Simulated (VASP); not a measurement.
# Sn3TeS2 (Cmcm) in VASP: relaxation of cell and atoms with PBE

Aim: the relaxation of cell and atoms of Sn3TeS2 with PBE.

Program: VASP 6.6.1. These are calculated values, not measurements. Logs are shortened: lines on timing, memory, paths and dates and some standing lists are left out, and cuts for length are marked.

### 1 The structure

It takes space group Cmcm (No. 63, orthorhombic). The conventional cell has a = 4.200 Å, b = 35.400 Å, c = 4.250 Å, α = 90.00°, β = 90.00°, γ = 90.00°. Around Sn (site symmetry m2m) lie 4 Te at 3.00 Å and 1 S at 3.04 Å and 2 Sn at 3.32 Å. Around Sn (site symmetry m2m) lie 4 S at 3.00 Å and 1 Te at 3.08 Å and 2 Sn at 3.32 Å. Sn (site symmetry m2m) is surrounded by 5 S at 3.00 to 3.04 Å and 2 Sn at 3.32 Å. Te (site symmetry m2m) is surrounded by 5 Sn at 3.00 to 3.08 Å. Around S (site symmetry m2m) lie 5 Sn at 3.00 to 3.04 Å. S (site symmetry m2m) has 5 Sn at 3.00 to 3.04 Å as nearest neighbours.

The cell was built by a generator and needn't be a form met in nature.

### 2 Relaxation of cell and atoms, PBE

INCAR

```
SYSTEM = Sn3TeS2
PREC = Normal
ENCUT = 520
EDIFF = 1E-4
ISMEAR = 0
SIGMA = 0.15
LREAL = Auto
LASPH = .TRUE.
NELM = 60
ALGO = Fast
ISIF = 3
LWAVE = .FALSE.
LCHARG = .FALSE.
GGA = PE
IBRION = 2
NSW = 24
EDIFFG = -0.08
KPAR = 4
```

KPOINTS

```
regular mesh
0
G
  4 4 3
  0 0 0
```

POSCAR

```
Sn3TeS2
1.0
    2.1000000000    -17.7000000000      0.0000000000
    2.1000000000     17.7000000000      0.0000000000
    0.0000000000      0.0000000000      4.2500000000
Sn Te S
6 2 4
Direct
    0.5360000000      0.4640000000      0.7500000000
    0.1310000000      0.8690000000      0.2500000000
    0.4640000000      0.5360000000      0.2500000000
    0.8690000000      0.1310000000      0.7500000000
    0.2030000000      0.7970000000      0.7500000000
    0.7970000000      0.2030000000      0.2500000000
    0.0440000000      0.9560000000      0.2500000000
    0.9560000000      0.0440000000      0.7500000000
    0.6220000000      0.3780000000      0.7500000000
    0.3780000000      0.6220000000      0.2500000000
    0.7110000000      0.2890000000      0.2500000000
    0.2890000000      0.7110000000      0.7500000000
```

Potentials or basis: VASP PAW PBE potentials, release 64 (Sn_d, Te, S).

Command:

```
$ cat potpaw_PBE.64/Sn_d/POTCAR potpaw_PBE.64/Te/POTCAR potpaw_PBE.64/S/POTCAR > POTCAR
$ mpirun -np 4 vasp_std > vasp.out
```

OUTCAR:

```text
SYSTEM = Sn3TeS2
   PREC = Normal
   ENCUT = 520
   EDIFF = 1E-4
   ISMEAR = 0
   LREAL = Auto
   LASPH = .TRUE.
   NELM = 60
   ISIF = 3
   GGA = PE
   IBRION = 2
   NSW = 24
   EDIFFG = -0.08

 ion  position               nearest neighbor table
   1  0.536  0.464  0.750-   7 3.00   7 3.00   7 3.00   7 3.00   9 3.04   3 3.32   3 3.32   8 3.53
                             8 3.53
   2  0.131  0.869  0.250-   9 3.00   9 3.00   9 3.00   9 3.00   7 3.08   5 3.32   5 3.32
   3  0.464  0.536  0.250-   8 3.00   8 3.00   8 3.00   8 3.00  10 3.04   1 3.32   1 3.32   7 3.53
                             7 3.53
   4  0.869  0.131  0.750-  10 3.00  10 3.00  10 3.00  10 3.00   8 3.08   6 3.32   6 3.32
   5  0.203  0.797  0.750-  11 3.00  11 3.00  11 3.00  11 3.00  12 3.04   2 3.32   2 3.32
   6  0.797  0.203  0.250-  12 3.00  12 3.00  12 3.00  12 3.00  11 3.04   4 3.32   4 3.32
   7  0.044  0.956  0.250-   1 3.00   1 3.00   1 3.00   1 3.00   2 3.08   3 3.53   3 3.53
   8  0.956  0.044  0.750-   3 3.00   3 3.00   3 3.00   3 3.00   4 3.08   1 3.53   1 3.53
   9  0.622  0.378  0.750-   2 3.00   2 3.00   2 3.00   2 3.00   1 3.04
  10  0.378  0.622  0.250-   4 3.00   4 3.00   4 3.00   4 3.00   3 3.04
  11  0.711  0.289  0.250-   5 3.00   5 3.00   5 3.00   5 3.00   6 3.04
  12  0.289  0.711  0.750-   6 3.00   6 3.00   6 3.00   6 3.00   5 3.04

  LATTYP: Found a base centered orthorhombic cell.
 ALAT       =     4.2000000000
 B/A-ratio  =     8.4285714286
 C/A-ratio  =     1.0119047619

  Lattice vectors:

 A1 = (   2.1000000000, -17.7000000000,   0.0000000000)
 A2 = (   2.1000000000,  17.7000000000,   0.0000000000)
 A3 = (   0.0000000000,   0.0000000000,   4.2500000000)

Analysis of symmetry for initial positions (statically):
=====================================================================
 Subroutine PRICEL returns:
 Original cell was already a primitive cell.

 Routine SETGRP: Setting up the symmetry group for a
 base centered orthorhombic supercell.

 Subroutine GETGRP returns: Found  8 space group operations
 (whereof  4 operations were pure point group operations)
 out of a pool of  8 trial point group operations.

The static configuration has the point symmetry C_2h.
 The point group associated with its full space group is D_2h.

Analysis of symmetry for dynamics (positions and initial velocities):
=====================================================================
 Subroutine PRICEL returns:
 Original cell was already a primitive cell.

 Routine SETGRP: Setting up the symmetry group for a
 base centered orthorhombic supercell.

 Subroutine GETGRP returns: Found  8 space group operations
 (whereof  4 operations were pure point group operations)
 out of a pool of  8 trial point group operations.

The dynamic configuration has the point symmetry C_2h.
 The point group associated with its full space group is D_2h.

 Subroutine INISYM returns: Found  8 space group operations
 (whereof  4 operations are pure point group operations),
 and found     1 'primitive' translations

----------------------------------------------------------------------------------------

                                     Primitive cell

  volume of cell :     315.9450

  direct lattice vectors                    reciprocal lattice vectors
     2.100000000-17.700000000  0.000000000     0.238095238 -0.028248588  0.000000000
     2.100000000 17.700000000  0.000000000     0.238095238  0.028248588  0.000000000
     0.000000000  0.000000000  4.250000000     0.000000000  0.000000000  0.235294118

  length of vectors
    17.824140933 17.824140933  4.250000000     0.239765146  0.239765146  0.235294118

  position of ions in fractional coordinates (direct lattice)
     0.536000000  0.464000000  0.750000000
     0.131000000  0.869000000  0.250000000
     0.464000000  0.536000000  0.250000000
     0.869000000  0.131000000  0.750000000
     0.203000000  0.797000000  0.750000000
     0.797000000  0.203000000  0.250000000
     0.044000000  0.956000000  0.250000000
     0.956000000  0.044000000  0.750000000
     0.622000000  0.378000000  0.750000000
     0.378000000  0.622000000  0.250000000
     0.711000000  0.289000000  0.250000000
     0.289000000  0.711000000  0.750000000

  ion indices of the primitive-cell ions
   primitive index   ion index
                 1           1
                 2           2
                 3           3
                 4           4
                 5           5
                 6           6
                 7           7
                 8           8
                 9           9
                10          10
                11          11
                12          12

----------------------------------------------------------------------------------------

 KPOINTS: regular mesh

Automatic generation of k-mesh.
 Grid dimensions read from file:
 generate k-points for:    4    4    3

 Generating k-lattice:

  Cartesian coordinates                     Fractional coordinates (reciprocal lattice)
     0.059523810 -0.007062147  0.000000000     0.250000000  0.000000000  0.000000000
     0.059523810  0.007062147  0.000000000     0.000000000  0.250000000  0.000000000
     0.000000000  0.000000000  0.078431373     0.000000000  0.000000000  0.333333333

  Length of vectors
     0.059941286  0.059941286  0.078431373

  Shift w.r.t. Gamma in fractional coordinates (k-lattice)
     0.000000000  0.000000000  0.000000000

 Subroutine IBZKPT returns following result:
 ===========================================

 Found     14 irreducible k-points:

 Following reciprocal coordinates:
            Coordinates               Weight
  0.000000  0.000000  0.000000      1.000000
  0.250000  0.000000  0.000000      4.000000
  0.500000  0.000000  0.000000      2.000000
  0.250000  0.250000  0.000000      2.000000
  0.500000  0.250000  0.000000      4.000000
 -0.250000  0.250000  0.000000      2.000000
  0.500000  0.500000  0.000000      1.000000
  0.000000  0.000000  0.333333      2.000000
  0.250000  0.000000  0.333333      8.000000
  0.500000  0.000000  0.333333      4.000000
  0.250000  0.250000  0.333333      4.000000
  0.500000  0.250000  0.333333      8.000000
 -0.250000  0.250000  0.333333      4.000000
  0.500000  0.500000  0.333333      2.000000
   k-points           NKPTS =     14   k-points in BZ     NKDIM =     14   number of bands    NBANDS=     72
   number of dos      NEDOS =    301   number of ions     NIONS =     12
   total plane-waves  NPLWV = 240000
   dimension x,y,z NGX =   100 NGY =  100 NGZ =   24
   dimension x,y,z NGXF=   200 NGYF=  200 NGZF=   48
   ions per type =               6   2   4
   NGX,Y,Z   is equivalent  to a cutoff of   9.33,  9.33,  9.39 a.u.
   NGXF,Y,Z  is equivalent  to a cutoff of  18.65, 18.65, 18.78 a.u.
 SYSTEM =  Sn3TeS2
   PREC   = normal    normal or accurate (medium, high low for compatibility)
   ISTART =      0    job   : 0-new  1-cont  2-samecut
   ICHARG =      2    charge: 1-file 2-atom 10-const
   ISPIN  =      1    spin polarized calculation?
   LNONCOLLINEAR =      F non collinear calculations
   LSORBIT =      F    spin-orbit coupling
   LASPH  =      T    aspherical Exc in radial PAW
   ENCUT  =  520.0 eV  38.22 Ry    6.18 a.u.  33.14 33.14  7.90*2*pi/ulx,y,z
   NELM   =     60;   NELMIN=  2; NELMDL= -5     # of ELM steps
   EDIFF  = 0.1E-03   stopping-criterion for ELM
   LREAL  =      T    real-space projection
   EDIFFG = -.8E-01   stopping-criterion for IOM
   NSW    =     24    number of steps for IOM
   IBRION =      2    ionic relax: 0-MD 1-quasi-New 2-CG
   NFREE  =      1    steps in history (QN), initial steepest desc. (CG)
   ISIF   =      3    stress and relaxation
   ISYM   =      2    0-nonsym 1-usesym 2-fastsym
   POTIM  = 0.5000    time-step for ionic-motion
   TEBEG  =    0.0;   TEEND  =   0.0 temperature during run
   PSTRESS=    0.0 pullay stress
   NELECT =     120.0000    total number of electrons
   NUPDOWN=      -1.0000    fix difference up-down
   EMIN   =  10.00;   EMAX   =-10.00  energy-range for DOS
   EFERMI =   0.00;   METHOD = LEGACY
   ISMEAR =     0;   SIGMA  =   0.15  broadening in eV -4-tet -1-fermi 0-gaus
   EFERMI_NEDOS =   21; number of points for ismear=-14 and -15
   IALGO  =     68    algorithm
   IMIX   =      4    mixing-type and parameters
     AMIX     =   0.40;   BMIX     =  1.00
     AMIX_MAG =   1.60;   BMIX_MAG =  1.00
  volume/ion in A,a.u.               =      26.33       177.68
  Fermi-wavevector in a.u.,A,eV,Ry     =   1.185582  2.240424 19.124397  1.405604
  Thomas-Fermi vector in A             =   2.321772
   LORBIT       =      0    0 simple, 1 ext, 2 COOP (PROOUT), +10 PAW based schemes
   GGA     = PE    functional components
   LHFCALC =     F    Hartree Fock is set to
   AEXX    =    0.0000 exact exchange contribution
   IVDW    =     0    specifies the selected vdW correction
   LEPSILON=     F    determine dielectric tensor
   LRPA    =     F    only Hartree local field effects (RPA)
 conjugate gradient relaxation of ions
 non-spin polarized calculation
 RMM-DIIS sequential band-by-band and
 Gauss-broadening in eV      SIGMA  =   0.15
  energy-cutoff  :      520.00
  volume of cell :      315.94
 maximum number of plane-waves:      8536
   NGX = 67   NGY = 67   NGZ = 15

--------------------------------------- Ionic step        1  -------------------------------------------

 number of electron     120.0000060 magnetization

 Free energy of the ion-electron system (eV)
  ---------------------------------------------------
  ext. energy  EPLUGINS =         0.00000000
  ---------------------------------------------------
  free energy    TOTEN  =       -48.30769167 eV

  energy without entropy =      -48.28045985  energy(sigma->0) =      -48.29407576

------------------------ aborting loop because EDIFF is reached ----------------------------------------

  FORCE on cell =-STRESS in cart. coord.  units (eV):
  Direction    XX          YY          ZZ          XY          YZ          ZX
  --------------------------------------------------------------------------------------
  -------------------------------------------------------------------------------------
  Total       -1.9831255     -3.6220284      2.8950151      0.0000000      0.0000000      0.0000000
  in kB      -10.0565563    -18.3675382     14.6808069      0.0000000      0.0000000      0.0000000
  external PRESSURE =      -4.5810958 kB  Pullay stress =       0.0000000 kB
[... 119 lines left out ...]
  FREE ENERGIE OF THE ION-ELECTRON SYSTEM (eV)
  ---------------------------------------------------
  free  energy   TOTEN  =       -49.0875651969 eV

  energy  without entropy=      -49.0677369923  energy(sigma->0) =      -49.07765109

[... ionic steps 4 to 21 ...]

--------------------------------------- Ionic step       22  -------------------------------------------

 number of electron     120.0000049 magnetization

------------------------ aborting loop because EDIFF is reached ----------------------------------------
[... 87 lines left out ...]
--------------------------------------- Ionic step       24  -------------------------------------------

 number of electron     120.0000001 magnetization

 Free energy of the ion-electron system (eV)
  ---------------------------------------------------
  ext. energy  EPLUGINS =         0.00000000
  ---------------------------------------------------
  free energy    TOTEN  =       -49.74452891 eV

  energy without entropy =      -49.74150005  energy(sigma->0) =      -49.74301448

 E-fermi :   6.1915     XC(G=0):  -9.4066

 val. band max:        6.0010069914   @ k =   0.5000   0.5000   0.3333
 cond. band min:       6.4061838799   @ k =   0.5000   0.5000   0.3333
 fundamental gap:      0.4051768885
 Fermi energy:         6.1915409562

 k-point     1 :       0.0000    0.0000    0.0000
  band No.  band energies     occupation
      1     -15.9030      2.00000
      2     -15.9006      2.00000
      3     -15.8998      2.00000
      4     -15.8964      2.00000
      5     -15.8860      2.00000
      6     -15.8801      2.00000
[... 1078 lines left out ...]
  FREE ENERGIE OF THE ION-ELECTRON SYSTEM (eV)
  ---------------------------------------------------
  free  energy   TOTEN  =       -49.7445289111 eV

  energy  without entropy=      -49.7415000489  energy(sigma->0) =      -49.74301448

 reached required accuracy - stopping structural energy minimisation
```

Run time: 26 min. Hardware: 4 MPI ranks of Intel Xeon Platinum 8488C (Sapphire Rapids), shared host; peak memory 0.75 GiB.

What came out:

| Property | Result |
| --- | --- |
| Free energy | -49.7445 eV |
| Relaxed volume | 28.29 Å³/atom |
| Relaxed cell | a = 18.541 Å, b = 18.541 Å, c = 4.342 Å, α = 90.00°, β = 90.00°, γ = 166.85° |
| Space group after relaxing (to 0.05 Å) | Cmcm (No. 63) |
| Energy gained by relaxing | 119.7 meV/atom |
| Ionic steps | 24 |
| Pressure after relaxing | 0.0 GPa |
| Largest force after relaxing | 0.065 eV/Å |
| Band gap on the k mesh | 0.41 eV, direct |

Forces on the atoms (eV/Å):
```
Sn   0.000  0.025  0.000
Sn   0.000 -0.065  0.000
Sn   0.000 -0.025  0.000
Sn   0.000  0.065  0.000
Sn   0.000 -0.001  0.000
Sn   0.000  0.001  0.000
Te   0.000  0.017  0.000
Te   0.000 -0.017  0.000
S    0.000  0.000  0.000
S    0.000  0.000  0.000
S    0.000  0.057  0.000
S    0.000 -0.057  0.000
```

The path:
| step | energy change (eV) | largest force (eV/Å) | pressure (GPa) | volume (Å³) |
| --- | --- | --- | --- | --- |
| 1 | 0.0000 | 1.1811 | -0.46 | 315.94 |
| 2 | -0.4227 | 1.0570 | 0.30 | 312.46 |
| 3 | -0.7799 | 0.6216 | 2.25 | 306.19 |
| 4 | -1.0091 | 0.4626 | 0.95 | 315.99 |
| 5 | -1.0803 | 0.3567 | 0.41 | 324.38 |
| 6 | -1.2069 | 0.4034 | -0.25 | 328.34 |
| 7 | -1.2272 | 0.4645 | -0.67 | 330.62 |
| 8 | -1.2856 | 0.3671 | 0.12 | 326.94 |
| 9 | -1.2964 | 0.2849 | 0.50 | 324.96 |
| 10 | -1.2966 | 0.2617 | 0.64 | 324.33 |
| 11 | -1.3312 | 0.1586 | 0.21 | 328.23 |
| 12 | -1.3384 | 0.1714 | 0.28 | 329.63 |
| 13 | -1.3456 | 0.2222 | -0.06 | 332.43 |
| 14 | -1.3670 | 0.1595 | -0.01 | 333.88 |
| 15 | -1.4081 | 0.1918 | -0.32 | 338.22 |
| 16 | -1.4120 | 0.2228 | -0.42 | 339.73 |
| 17 | -1.4243 | 0.1762 | -0.10 | 338.90 |
| 18 | -1.4276 | 0.1300 | -0.17 | 338.53 |
| 19 | -1.4311 | 0.1482 | 0.04 | 337.80 |
| 20 | -1.4232 | 0.2536 | 0.69 | 336.32 |
| 21 | -1.4312 | 0.1374 | 0.22 | 337.58 |
| 22 | -1.4350 | 0.1033 | 0.10 | 338.57 |
| 23 | -1.4357 | 0.0959 | 0.13 | 338.88 |
| 24 | -1.4368 | 0.0649 | 0.02 | 339.51 |

Final structure:
```cif
data_structure
_symmetry_space_group_name_H-M 'P 1'
_symmetry_Int_Tables_number 1
_cell_length_a 18.5408
_cell_length_b 18.5408
_cell_length_c 4.3418
_cell_angle_alpha 90.000
_cell_angle_beta 90.000
_cell_angle_gamma 166.852
_cell_volume 339.51
loop_
_atom_site_label
_atom_site_type_symbol
_atom_site_fract_x
_atom_site_fract_y
_atom_site_fract_z
_atom_site_occupancy
Sn1 Sn 0.55215 0.44785 0.75000 1
Sn2 Sn 0.12579 0.87422 0.25000 1
Sn3 Sn 0.44785 0.55215 0.25000 1
Sn4 Sn 0.87422 0.12579 0.75000 1
Sn5 Sn 0.21273 0.78727 0.75000 1
Sn6 Sn 0.78727 0.21273 0.25000 1
Te1 Te 0.04503 0.95497 0.25000 1
Te2 Te 0.95497 0.04503 0.75000 1
S1 S 0.62264 0.37736 0.75000 1
S2 S 0.37736 0.62264 0.25000 1
S3 S 0.71733 0.28267 0.25000 1
S4 S 0.28267 0.71733 0.75000 1
```

Levels at points of the mesh, in eV from the valence-band top:
```csv
k point,band 57,band 58,band 59,band 60,band 61,band 62,band 63,band 64
"(0.00, 0.00, 0.00)",-2.10,-1.46,-1.29,-1.03,1.18,1.35,2.82,2.86
"(0.50, 0.00, 0.00)",-1.10,-1.07,-0.22,-0.21,0.61,0.66,0.81,0.83
"(0.50, 0.50, 0.00)",-2.07,-1.56,-1.28,-1.03,0.45,2.50,2.83,2.84
```

Caveat: the k mesh is coarse (spacing up to 0.49 Å⁻¹), so the values aren't converged; spin-orbit coupling is left out, which moves the levels of the heavy elements; an odd mesh through Γ misses points on the zone boundary, where band edges often lie; the relaxation stopped at a loose force limit of 0.08 eV/Å, so its end isn't a converged minimum.
